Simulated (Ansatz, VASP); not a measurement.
# CrTeS (1T-CrSTe monolayer) in two plane-wave programs, part 2 of 2

One calculation is typed for both programs; each brings its own data sets. How far apart do they land? The structure shown is the start of the Ansatz relaxation below; VASP solves that cell, so the two are compared at the walk's first step.

VASP 6.6.1 and Ansatz 0.2.0.

So far: Starting point; Ansatz: relaxation, PBE with D3(BJ).

### 3. VASP: single point, PBE with D3(BJ), start cell

Level of this step: PBE with D3(BJ), spin-polarised from a ferromagnetic start; plane waves and PAW (Te, Cr_pv, S) (VASP).

The same cell, functional, mesh and smearing now go to VASP, with its own data sets.

Lines of VASP's logs that name or quote its potential files are left out, and so is its time.

The input, INCAR:

```
SYSTEM = CrTeS
PREC = Accurate
ENCUT = 400
EDIFF = 1E-06
NELM = 200
ISMEAR = -1
SIGMA = 0.05
LREAL = .FALSE.
ALGO = Normal
GGA = PE
IVDW = 12
NBANDS = 21
ISPIN = 2
MAGMOM = -0.12 2.31 -0.07
LASPH = .TRUE.
LMAXMIX = 4
LORBIT = 11
LWAVE = .FALSE.
LCHARG = .FALSE.
ISIF = 2
LDIPOL = .TRUE.
IDIPOL = 3
DIPOL = 0.5 0.5 0.502
LVHAR = .TRUE.
GGA_COMPAT = .FALSE.
NELMDL = -8
KPAR = 2
```

The input, POSCAR:

```
CrTeS
1.0
    3.3650000000      0.0000000000      0.0000000000
   -1.6825000000      2.9141750000      0.0000000000
    0.0000000000      0.0000000000     37.1736110000
Te Cr S
1 1 1
Direct
    0.6666667239      0.3333334477      0.4586586974
    0.0000000000      0.0000000000      0.5071801069
    0.3333334477      0.6666668954      0.5413413026
```

The input, KPOINTS:

```
Automatic mesh
0
Gamma
12 12 1
0 0 0
```

Potentials, in the order of the species: Te, Cr_pv and S (PBE family, release 64).

Run with:

```bash
$ mpirun -np 2 vasp_std
```

Numbers of over 12 decimals in the logs are rounded to 6 here.

The log of the run:

```text
[banner, memory and clock lines left out]
running    2 mpi-ranks, on    1 nodes
 distrk:  each k-point on    1 cores,    2 groups
 distr:  one band on    1 cores,    1 groups

 POSCAR found type information on POSCAR TeCrS
 POSCAR found :  3 types and       3 ions
 LDA part: xc-table for (Slater+PW92), standard interpolation
 POSCAR, INCAR and KPOINTS ok, starting setup
 FFT: planning ... GRIDC
 FFT: planning ... GRID_SOFT
 FFT: planning ... GRID
 WAVECAR not read
 entering main loop
       N       E                     dE             d eps       ncg     rms          rms(c)
DAV:   1     0.125574635996E+03    0.12557E+03   -0.92289E+03  2020   0.645E+02
DAV:   2    -0.787577546745E+01   -0.13345E+03   -0.12929E+03  2138   0.187E+02
DAV:   3    -0.194163689976E+02   -0.11541E+02   -0.11361E+02  2032   0.504E+01
DAV:   4    -0.197578774645E+02   -0.34151E+00   -0.34025E+00  2248   0.957E+00
DAV:   5    -0.197668717042E+02   -0.89942E-02   -0.89929E-02  2545   0.135E+00
DAV:   6    -0.197669909952E+02   -0.11929E-03   -0.11929E-03  2334   0.144E-01
DAV:   7    -0.197669954232E+02   -0.44280E-05   -0.44279E-05  2640   0.245E-02
DAV:   8    -0.197669955242E+02   -0.10103E-06   -0.10112E-06  1862   0.376E-03    0.177E+01
DAV:   9    -0.247538885947E+02   -0.49869E+01   -0.88101E+01  1901   0.544E+01    0.304E+01
DAV:  10    -0.179653274360E+02    0.67886E+01   -0.87664E+01  2021   0.615E+01    0.959E+00
DAV:  11    -0.174528720393E+02    0.51246E+00   -0.38949E+00  1789   0.105E+01    0.462E+00
DAV:  12    -0.175155321446E+02   -0.62660E-01   -0.48149E-01  1858   0.396E+00    0.273E+00
DAV:  13    -0.176404858165E+02   -0.12495E+00   -0.55221E-01  2001   0.355E+00    0.130E+00
DAV:  14    -0.176878018260E+02   -0.47316E-01   -0.81772E-02  1878   0.124E+00    0.879E-01
[...]
DAV:  33    -0.178612131617E+02   -0.14261E-03   -0.33042E-07  1536   0.278E-03    0.390E-03
DAV:  34    -0.178612535101E+02   -0.40348E-04   -0.13847E-07  1459   0.159E-03    0.167E-03
DAV:  35    -0.178612832539E+02   -0.29744E-04   -0.21064E-07  1562   0.149E-03    0.118E-03
DAV:  36    -0.178612891922E+02   -0.59383E-05   -0.73504E-08  1481   0.911E-04    0.116E-03
DAV:  37    -0.178612929423E+02   -0.37500E-05   -0.39637E-08  1422   0.710E-04    0.287E-04
DAV:  38    -0.178612964375E+02   -0.34952E-05   -0.43228E-08  1365   0.628E-04    0.571E-04
DAV:  39    -0.178612985953E+02   -0.21579E-05   -0.32612E-08  1369   0.452E-04    0.371E-04
DAV:  40    -0.178612990502E+02   -0.45487E-06   -0.76311E-09  1266   0.348E-04
   1 F= -.18749047E+02 E0= -.18744542E+02  d E =-.900945E-02  mag=     2.3609
```

From OUTCAR (step 3):

```text
ion  position               nearest neighbor table
   1  0.667  0.333  0.459-   2 2.65   2 2.65   2 2.65
   2  0.000  0.000  0.507-   3 2.32   3 2.32   3 2.32   1 2.65   1 2.65   1 2.65
   3  0.333  0.667  0.541-   2 2.32   2 2.32   2 2.32

  LATTYP: Found a hexagonal cell.
 ALAT       =     3.3650000000
 C/A-ratio  =    11.0471355126

 Subroutine GETGRP returns: Found  6 space group operations
 (whereof  6 operations were pure point group operations)

The static configuration has the point symmetry C_3v.

 Found     19 irreducible k-points:

   k-points           NKPTS =     19   k-points in BZ     NKDIM =     19   number of bands    NBANDS=     21

   dimension x,y,z NGX =    24 NGY =   24 NGZ =  250
   dimension x,y,z NGXF=    48 NGYF=   48 NGZF=  500

   ENCUT  =  400.0 eV  29.40 Ry    5.42 a.u.   5.49  5.49 60.62*2*pi/ulx,y,z

   NELECT =      24.0000    total number of electrons

 k-points in reciprocal lattice and weights: Automatic mesh
   0.00000000  0.00000000  0.00000000       0.007
   0.08333333  0.00000000  0.00000000       0.042
   0.16666667  0.00000000  0.00000000       0.042
   0.25000000  0.00000000  0.00000000       0.042
   0.33333333  0.00000000  0.00000000       0.042
   0.41666667  0.00000000  0.00000000       0.042
   0.50000000  0.00000000  0.00000000       0.021
   0.08333333  0.08333333  0.00000000       0.042
   0.16666667  0.08333333  0.00000000       0.083
[...]
0.33333333  0.25000000  0.00000000       0.083
   0.33333333  0.33333333  0.00000000       0.014

 dipolmoment           0.000000      0.000000      0.050257 electrons x Angstroem

 average (electrostatic) potential at core
       1 -97.6064       2 -79.5052       3 -94.5519

 E-fermi :  -3.1069

 spin component 1
 k-point     1 :       0.0000    0.0000    0.0000
  band No.  band energies     occupation
    ...
      8      -6.1551      1.00000
      9      -5.5264      1.00000
     10      -4.4092      1.00000
     11      -4.4092      1.00000
     12      -3.4524      0.99900
     13      -1.7072      0.00000
     14      -1.7072      0.00000
     15       0.5104      0.00000
     16       0.5104      0.00000
     17       0.8442      0.00000
    ...

 k-point     2 :       0.0833    0.0000    0.0000
  band No.  band energies     occupation
    ...
      8      -6.1269      1.00000
      9      -5.3357      1.00000
     10      -4.4951      1.00000
     11      -4.4642      1.00000
     12      -3.5324      0.99980
     13      -1.9826      0.00000
     14      -1.7521      0.00000
     15      -0.1801      0.00000
     16       0.3264      0.00000
     17       0.9767      0.00000
    ...

 k-point     3 :       0.1667    0.0000    0.0000
  band No.  band energies     occupation
    ...
      8      -6.0636      1.00000
      9      -5.1940      1.00000
     10      -4.8577      1.00000
     11      -4.5757      1.00000
     12      -3.7619      1.00000
     13      -2.5151      0.00001
     14      -1.9373      0.00000
     15      -1.1806      0.00000
     16      -0.0249      0.00000
     17       1.3495      0.00000
    ...

 k-point     4 :       0.2500    0.0000    0.0000
  band No.  band energies     occupation
    ...
      8      -6.0757      1.00000
      9      -6.0240      1.00000
     10      -4.9724      1.00000
     11      -4.6204      1.00000
     12      -3.9726      1.00000
     13      -3.0893      0.41269
     14      -2.3109      0.00000
     15      -1.4586      0.00000
     16      -0.2837      0.00000
     17       1.9274      0.00000
    ...

 k-point     5 :       0.3333    0.0000    0.0000
  band No.  band energies     occupation
    ...
      9      -6.0524      1.00000
     10      -5.1813      1.00000
     11      -4.5049      1.00000
     12      -4.2260      1.00000
     13      -3.3018      0.98012
     14      -2.7899      0.00176
     15      -1.2605      0.00000
     16      -0.4186      0.00000
     17       2.2398      0.00000
     18       2.8669      0.00000
    ...

 k-point     6 :       0.4167    0.0000    0.0000
  band No.  band energies     occupation
    ...
     10      -5.4242      1.00000
     11      -4.3204      1.00000
     12      -4.2549      1.00000
     13      -3.3698      0.99483
     14      -3.2527      0.94862
     15      -1.0082      0.00000
     16      -0.4840      0.00000
     17       1.6764      0.00000
     18       2.7449      0.00000
     19       3.0108      0.00000
    ...

 Edisp (eV)   -0.88775

  Total       1.31631     1.31631     1.01827     0.00000     0.00000     0.00000
  in kB       5.78542     5.78542     4.47544     0.00000     0.00000     0.00000
  external pressure =        5.35 kB  Pullay stress =        0.00 kB

  energy-cutoff  :      400.00
  volume of cell :      364.53
      direct lattice vectors                 reciprocal lattice vectors
     3.365000000  0.000000000  0.000000000     0.297176820  0.171575146  0.000000000
    -1.682500000  2.914175000  0.000000000     0.000000000  0.343150291  0.000000000
     0.000000000  0.000000000 37.173611000     0.000000000  0.000000000  0.026900803

 POSITION                                       TOTAL-FORCE (eV/Angst)
 -----------------------------------------------------------------------------------
      1.68250      0.97139     17.05000         0.000000      0.000000     -0.963223
      0.00000      0.00000     18.85372         0.000000      0.000000      1.423155
      0.00000      1.94278     20.12361        -0.000000     -0.000000     -0.459932
 -----------------------------------------------------------------------------------
    total drift:                                0.000000     -0.000396      0.000618

  FREE ENERGIE OF THE ION-ELECTRON SYSTEM (eV)
  ---------------------------------------------------
  free  energy   TOTEN  =       -18.7490466134 eV

  energy  without entropy=      -18.7400371601  energy(sigma->0) =      -18.74454189

 vacuum level on the upper side and lower side of the slab         2.511         1.584

 total charge
# of ion       s       p       d       tot
------------------------------------------
    1        1.399   1.969   0.056   3.424
    2        0.307   6.303   4.193  10.803
    3        1.355   2.348   0.000   3.704
--------------------------------------------------
tot          3.062  10.620   4.249  17.931

 magnetization (x)
# of ion       s       p       d       tot
------------------------------------------
    1       -0.004  -0.120   0.002  -0.122
    2        0.034   0.021   2.424   2.479
    3       -0.004  -0.091   0.000  -0.095
--------------------------------------------------
tot          0.027  -0.190   2.426   2.263

[... 6 further parts left out ...]
```

The cell holds one magnetic atom, so no antiferromagnetic order fits into it.

### 4. Differences

Known differences besides the potentials themselves: VASP starts from the moments at which Ansatz ended; Ansatz cuts the interaction across the vacuum, VASP repeats the sheet with a dipole correction; the data sets hold 36 valence electrons in Ansatz (on its PAW soft_1 files) and 24 in VASP; the cutoff is 420 eV in Ansatz and 400 eV in VASP. Total energies have different zeros and are not compared.

Forces (eV/Å; atoms numbered as in POSCAR):

```csv
atom,"Ansatz x, y, z","VASP x, y, z"
Te1,"0.000, 0.000, -0.958","0.000, 0.000, -0.963"
Cr2,"0.000, 0.000, 1.421","0.000, 0.000, 1.423"
S3,"0.000, 0.000, -0.463","0.000, 0.000, -0.460"
```

The forces differ by 2.1 meV/Å r.m.s., which is 0.4 % of the r.m.s. force of 0.593 eV/Å (both taken over all components). Moments aren't recorded for both runs of this pair, so they may hold unlike magnetic states. With vacuum in the cell, a pressure given here is an average over mostly empty space and none of the material.

### 5. Summary of results

* r.m.s. force difference (single point, PBE with D3(BJ), start cell): 0.36 % of the r.m.s. force

In words: The r.m.s. force difference is 0.36 % of the r.m.s. force (single point, PBE with D3(BJ), start cell), within the 3 % picked in this series as the mark of a large difference. The data sets hold unlike numbers of valence electrons (36 in Ansatz and 24 in VASP), so part of the differences comes from the potentials. 1 further run of this series is not shown here. How closely two codes agree says nothing of how well the functional describes the real material.

[Lines on the potential files, build, host, timing and source positions are cut from VASP's logs without a mark.]

[Logs are printed without paths, hosts, clocks, repeated set-up lines and the standing remarks that a program may print on its own settings, such as how far it seeks lower states.]

[Hosts, paths, dates, database ids (printed as entryN), source tags and the programs' standing remarks are cut or masked in the printed files.]
